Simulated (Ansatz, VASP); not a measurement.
# Mo2CCl2 (Mo2CCl2 MXene, 2 layers, AB): VASP beside Ansatz, part 2 of 2

One calculation is typed for both programs; each brings its own data sets. How far apart do they land? The structure shown is the start of the Ansatz relaxation below; VASP solves that cell, so the two are compared at the walk's first step.

VASP 6.6.1 and Ansatz 0.2.0.

So far: Starting point; Ansatz: relaxation, LDA.

## 3. VASP: single point, LDA, start cell

Level of this step: LDA, no spin polarisation; plane waves and PAW (Cl, Mo_sv, C) (VASP).

The same cell, functional (in two slightly different forms), mesh and smearing now go to VASP, with its own data sets.

Lines of VASP's logs that name or quote its potential files are left out, and so is its time.

The input, INCAR:

```
SYSTEM = Mo2CCl2
PREC = Accurate
ENCUT = 520
EDIFF = 1E-06
NELM = 120
ISMEAR = -1
SIGMA = 0.05
LREAL = .FALSE.
ALGO = Normal
GGA = CA
NBANDS = 57
LASPH = .TRUE.
LORBIT = 11
LWAVE = .FALSE.
LCHARG = .FALSE.
ISIF = 2
LDIPOL = .TRUE.
IDIPOL = 3
DIPOL = 0.5 0.5 0.5
LVHAR = .TRUE.
GGA_COMPAT = .FALSE.
NELMDL = -8
KPAR = 2
```

The input, POSCAR:

```
Mo2CCl2
1.0
    3.0247360000      0.0000000000      0.0000000000
   -1.5123680000      2.6194980000      0.0000000000
    0.0000000000      0.0000000000     59.9940840000
Cl Mo C
4 4 2
Direct
    0.3333333333      0.6666666667      0.3792040562
    0.6666666667      0.3333333333      0.4741641192
    0.6666666667      0.3333333333      0.5258358808
    0.0000000000      0.0000000000      0.6207959438
    0.6666666667      0.3333333333      0.4067907929
    0.3333333333      0.6666666667      0.4465773825
    0.0000000000      0.0000000000      0.5534226175
    0.6666666667      0.3333333333      0.5932092071
    0.0000000000      0.0000000000      0.4266840877
    0.3333333333      0.6666666667      0.5733159123
```

The input, KPOINTS:

```
Automatic mesh
0
Gamma
10 10 1
0 0 0
```

PAW data sets: Cl, Mo_sv and C (LDA family, release 64).

The run is started by

```bash
$ mpirun -np 2 vasp_std
```

Numbers of over 12 decimals in the logs are rounded to 6 here.

Output:

```text
[banner, memory and clock lines left out]
running    2 mpi-ranks, on    1 nodes
 distrk:  each k-point on    1 cores,    2 groups
 distr:  one band on    1 cores,    1 groups

 POSCAR found type information on POSCAR ClMoC
 POSCAR found :  3 types and      10 ions
 LDA part: xc-table for (Slater(with rela. corr.)+CA(PZ))
 , standard interpolation
|                                                                             |
|           W    W    AA    RRRRR   N    N  II  N    N   GGGG   !!!           |
|           W    W   A  A   R    R  NN   N  II  NN   N  G    G  !!!           |
|           W    W  A    A  R    R  N N  N  II  N N  N  G       !!!           |
|           W WW W  AAAAAA  RRRRR   N  N N  II  N  N N  G  GGG   !            |
|           WW  WW  A    A  R   R   N   NN  II  N   NN  G    G                |
|           W    W  A    A  R    R  N    N  II  N    N   GGGG   !!!           |
|                                                                             |
|     One of the lattice vectors is very long (>50 A), but AMIN is rather     |
|     large. This can spoil convergence since charge sloshing might occur     |
|     along the long lattice vector. If problems with convergence are         |
|     observed, try to decrease AMIN to a smaller value (e.g. 0.01).          |
|     Note: This warning only applies if the self-consistency cycle is        |
|     used.                                                                   |
|                                                                             |

 POSCAR, INCAR and KPOINTS ok, starting setup
 FFT: planning ... GRIDC
 FFT: planning ... GRID_SOFT
 FFT: planning ... GRID
 WAVECAR not read
 entering main loop
       N       E                     dE             d eps       ncg     rms          rms(c)
DAV:   1     0.914740223919E+03    0.91474E+03   -0.49792E+04  2036   0.135E+03
DAV:   2    -0.145630862309E+02   -0.92930E+03   -0.90843E+03  1985   0.361E+02
DAV:   3    -0.879657811631E+02   -0.73403E+02   -0.70410E+02  1877   0.921E+01
DAV:   4    -0.912202055814E+02   -0.32544E+01   -0.31936E+01  1973   0.189E+01
DAV:   5    -0.913394717658E+02   -0.11927E+00   -0.11806E+00  1952   0.342E+00
DAV:   6    -0.913440994561E+02   -0.46277E-02   -0.46258E-02  2032   0.696E-01
DAV:   7    -0.913443249278E+02   -0.22547E-03   -0.22545E-03  1936   0.142E-01
DAV:   8    -0.913443354961E+02   -0.10568E-04   -0.10567E-04  1768   0.304E-02    0.630E+01
DAV:   9    -0.805441619685E+02    0.10800E+02   -0.70777E+01  1851   0.338E+01    0.175E+01
DAV:  10    -0.806394079039E+02   -0.95246E-01   -0.84582E+00  1855   0.143E+01    0.126E+01
DAV:  11    -0.865508321724E+02   -0.59114E+01   -0.24175E+01  2061   0.233E+01    0.185E+01
DAV:  12    -0.802841242677E+02    0.62667E+01   -0.29013E+01  2181   0.150E+01    0.175E+00
DAV:  13    -0.802904275461E+02   -0.63033E-02   -0.75908E-01  1933   0.313E+00    0.153E+00
DAV:  14    -0.802740047851E+02    0.16423E-01   -0.82194E-02  1958   0.121E+00    0.114E+00
[...]
DAV:  24    -0.802740405116E+02   -0.12078E-03   -0.13151E-05  1530   0.992E-03    0.555E-03
DAV:  25    -0.802740808296E+02   -0.40318E-04   -0.35136E-06  1509   0.508E-03    0.354E-03
DAV:  26    -0.802741046962E+02   -0.23867E-04   -0.93221E-07  1222   0.358E-03    0.196E-03
DAV:  27    -0.802741139588E+02   -0.92626E-05   -0.40867E-07  1118   0.249E-03    0.220E-03
DAV:  28    -0.802741175112E+02   -0.35524E-05   -0.14865E-07  1024   0.147E-03    0.662E-04
DAV:  29    -0.802741229986E+02   -0.54874E-05   -0.11593E-07  1060   0.866E-04    0.684E-04
DAV:  30    -0.802741259325E+02   -0.29339E-05   -0.67003E-08  1021   0.654E-04    0.365E-04
DAV:  31    -0.802741268258E+02   -0.89331E-06   -0.47952E-08   998   0.515E-04
   1 F= -.80274127E+02 E0= -.80239951E+02  d E =-.683521E-01
```

OUTCAR, selected parts (step 3):

```text
ion  position               nearest neighbor table
   1  0.333  0.667  0.379-   5 2.41   5 2.41   5 2.41
   2  0.667  0.333  0.474-   6 2.41   6 2.41   6 2.41
   3  0.667  0.333  0.526-   7 2.41   7 2.41   7 2.41
   4  0.000  0.000  0.621-   8 2.41   8 2.41   8 2.41
   5  0.667  0.333  0.407-   9 2.12   9 2.12   9 2.12   1 2.41   1 2.41   1 2.41   6 2.96   6 2.96
                             6 2.96
   6  0.333  0.667  0.447-   9 2.12   9 2.12   9 2.12   2 2.41   2 2.41   2 2.41   5 2.96   5 2.96
                             5 2.96
   7  0.000  0.000  0.553-  10 2.12  10 2.12  10 2.12   3 2.41   3 2.41   3 2.41   8 2.96   8 2.96
                             8 2.96
   8  0.667  0.333  0.593-  10 2.12  10 2.12  10 2.12   4 2.41   4 2.41   4 2.41   7 2.96   7 2.96
                             7 2.96
   9  0.000  0.000  0.427-   5 2.12   6 2.12   5 2.12   6 2.12   5 2.12   6 2.12
  10  0.333  0.667  0.573-   8 2.12   7 2.12   8 2.12   7 2.12   7 2.12   8 2.12

  LATTYP: Found a hexagonal cell.
 ALAT       =     3.0247360000
 C/A-ratio  =    19.8344860510

 Subroutine GETGRP returns: Found 12 space group operations
 (whereof  6 operations were pure point group operations)

The static configuration has the point symmetry C_3v.
 The point group associated with its full space group is D_3d.

 Found     14 irreducible k-points:

   k-points           NKPTS =     14   k-points in BZ     NKDIM =     14   number of bands    NBANDS=     57

   dimension x,y,z NGX =    24 NGY =   24 NGZ =  448
   dimension x,y,z NGXF=    48 NGYF=   48 NGZF=  896

   ENCUT  =  520.0 eV  38.22 Ry    6.18 a.u.   5.62  5.62111.55*2*pi/ulx,y,z

   NELECT =      92.0000    total number of electrons

 k-points in reciprocal lattice and weights: Automatic mesh
   0.00000000  0.00000000  0.00000000       0.010
   0.10000000 -0.00000000  0.00000000       0.060
   0.20000000 -0.00000000  0.00000000       0.060
   0.30000000  0.00000000  0.00000000       0.060
   0.40000000 -0.00000000  0.00000000       0.060
   0.50000000 -0.00000000  0.00000000       0.030
   0.10000000  0.10000000  0.00000000       0.060
   0.20000000  0.10000000  0.00000000       0.120
   0.30000000  0.10000000  0.00000000       0.120
[...]
0.40000000  0.20000000  0.00000000       0.060
   0.30000000  0.30000000  0.00000000       0.060

 dipolmoment           0.000000      0.000000     -0.000000 electrons x Angstroem

 average (electrostatic) potential at core
       1-101.6405       2-101.6578       3-101.6578       4-101.6405       5 -82.4200
       6 -82.4218       7 -82.4218       8 -82.4200       9 -59.6166      10 -59.6166

 E-fermi :   0.2124

 k-point     1 :       0.0000    0.0000    0.0000
  band No.  band energies     occupation
    ...
     46      -1.9721      2.00000
     47       0.0178      1.96005
     48       0.0178      1.96005
     49       0.0189      1.95910
     50       0.0189      1.95910
     51       0.3720      0.07889
     52       0.3720      0.07889
     53       0.4169      0.03292
     54       0.4169      0.03292
     55       1.2153      0.00000
    ...

 k-point     2 :       0.1000   -0.0000    0.0000
  band No.  band energies     occupation
    ...
     48       0.0427      1.93509
     49       0.1309      1.67217
     50       0.2604      0.55365
     51       0.2646      0.52089
     52       0.2650      0.51792
     53       0.4395      0.02109
     54       0.4865      0.00828
     55       1.7784      0.00000
     56       1.7892      0.00000
     57       3.8178      0.00000

 k-point     3 :       0.2000   -0.0000    0.0000
  band No.  band energies     occupation
    ...
     45      -0.9724      2.00000
     46      -0.9594      2.00000
     47      -0.0986      1.99603
     48       0.0418      1.93612
     49       0.2359      0.76963
     50       0.3609      0.09755
     51       0.5465      0.00250
     52       0.5960      0.00093
     53       0.8557      0.00001
     54       0.8719      0.00000
    ...

  Total        9.5356340      9.5356324     17.1138299      0.0000000      0.0000000      0.0000000
  in kB       32.1400228     32.1400175     57.6824663      0.0000000      0.0000000      0.0000000
  external PRESSURE =      40.6541689 kB  Pullay stress =       0.0000000 kB

  energy-cutoff  :      520.00
  volume of cell :      475.35
      direct lattice vectors                 reciprocal lattice vectors
     3.024736000  0.000000000  0.000000000     0.330607365  0.190876267  0.000000000
    -1.512368000  2.619498000  0.000000000     0.000000000  0.381752534  0.000000000
     0.000000000  0.000000000 59.994084000     0.000000000  0.000000000  0.016668310

 POSITION                                       TOTAL-FORCE (eV/Angst)
 -----------------------------------------------------------------------------------
     -0.00000      1.74633     22.75000        -0.000000      0.000000     -1.855232
      1.51237      0.87317     28.44704        -0.000000     -0.000000      1.648748
      1.51237      0.87317     31.54704         0.000000      0.000000     -1.648748
      0.00000      0.00000     37.24408         0.000000     -0.000000      1.855232
      1.51237      0.87317     24.40504         0.000000      0.000000      0.979417
     -0.00000      1.74633     26.79200        -0.000000      0.000000     -0.977413
      0.00000      0.00000     33.20208         0.000000     -0.000000      0.977413
      1.51237      0.87317     35.58904        -0.000000      0.000000     -0.979417
      0.00000      0.00000     25.59852        -0.000000      0.000000     -0.014284
     -0.00000      1.74633     34.39556        -0.000000      0.000000      0.014284
 -----------------------------------------------------------------------------------
    total drift:                               -0.000000      0.000000      0.000000

  FREE ENERGIE OF THE ION-ELECTRON SYSTEM (eV)
  ---------------------------------------------------
  free  energy   TOTEN  =       -80.2741268258 eV

  energy  without entropy=      -80.2057747565  energy(sigma->0) =      -80.23995079

 vacuum level on the upper side and lower side of the slab         4.258         4.258

 total charge
# of ion       s       p       d       tot
------------------------------------------
    1        1.607   3.530   0.000   5.137
    2        1.610   3.526   0.000   5.136
    3        1.610   3.526   0.000   5.136
    4        1.607   3.530   0.000   5.137
    5        2.287   6.228   4.147  12.661
    6        2.287   6.228   4.147  12.662
    7        2.287   6.228   4.147  12.662
    8        2.287   6.228   4.147  12.661
    9        0.871   1.599   0.000   2.470
   10        0.871   1.599   0.000   2.470
--------------------------------------------------
tot         17.323  42.220  16.588  76.132

[... 3 further parts left out ...]
```

This run has no spin polarisation, so a moment on Mo, if there is one, isn't seen.

## 4. Comparison

Known differences besides the potentials themselves: the two LDA forms differ slightly; Ansatz cuts the interaction across the vacuum, VASP repeats the sheet with a dipole correction; the cutoff is 420 eV in Ansatz and 520 eV in VASP; VASP's log shows a relativistic correction to its local exchange, Ansatz's none. Total energies have different zeros and are not compared.

Forces (eV/Å; atoms numbered as in POSCAR):

```tsv
atom	Ansatz x, y, z	VASP x, y, z
Cl1	0.000, 0.000, -1.801	0.000, 0.000, -1.855
Cl2	0.000, 0.000, 1.597	0.000, 0.000, 1.649
Cl3	0.000, 0.000, -1.597	0.000, 0.000, -1.649
Cl4	0.000, 0.000, 1.801	0.000, 0.000, 1.855
Mo5	0.000, 0.000, 1.004	0.000, 0.000, 0.979
Mo6	0.000, 0.000, -1.001	0.000, 0.000, -0.977
Mo7	0.000, 0.000, 1.001	0.000, 0.000, 0.977
Mo8	0.000, 0.000, -1.004	0.000, 0.000, -0.979
C9	0.000, 0.000, -0.015	0.000, 0.000, -0.014
C10	0.000, 0.000, 0.015	0.000, 0.000, 0.014
```

The forces differ by 21 meV/Å r.m.s., which is 2.9 % of the r.m.s. force of 0.734 eV/Å (both taken over all components). With vacuum in the cell, a pressure given here is an average over mostly empty space and none of the material.

## 5. Summary of results

- r.m.s. force difference (single point, LDA, start cell): 2.9 % of the r.m.s. force

In words: The r.m.s. force difference is 2.9 % of the r.m.s. force (single point, LDA, start cell), at about the 3 % picked in this series as the mark of a large difference. 1 further run of this series is not shown here. Such differences can come from data sets, numerical settings and the points named under the comparisons, not from the functional's error against experiment.

[Lines on the potential files, build, host, timing and source positions are cut from VASP's logs without a mark.]

[Logs are printed without paths, hosts, clocks, repeated set-up lines and the standing remarks that a program may print on its own settings, such as how far it seeks lower states.]

[Hosts, paths, dates, database ids (printed as entryN), source tags and the programs' standing remarks are cut or masked in the printed files.]
